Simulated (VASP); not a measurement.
Consider the following.

```yaml
crystal:
  lattice:
    - [-1.90147, 1.90147, 4.85247]
    - [1.90147, -1.90147, 4.85247]
    - [1.90147, 1.90147, -4.85247]
  atoms:
    - { symbol: Ti, position: [0.75000, 0.25000, 0.50000] }
    - { symbol: Ti, position: [0.00000, 0.00000, 0.00000] }
    - { symbol: O, position: [0.54347, 0.04347, 0.50000] }
    - { symbol: O, position: [0.79347, 0.79347, 0.00000] }
    - { symbol: O, position: [0.20653, 0.20653, 0.00000] }
    - { symbol: O, position: [0.95653, 0.45653, 0.50000] }
```

Method: PBE GGA, VASP's PBE PAW potentials (set 64) (plane waves; VASP). Settings: 520 eV cut-off, Gaussian smearing of 0.050 eV, potentials Ti_sv O.

Q: Predict the band gap (along the path) with the smallest direct gap where there is one.

A: 
```
Property                               Result
------------------------------------  -------
band gap (along the path)             2.10 eV
smallest direct gap (along the path)  2.40 eV
```

The absolute energy has meaning only against runs of the same code, potentials and settings.

The compound is TiO2 in the anatase structure, one of several forms; rutile is the usual stable one. It was relaxed first.
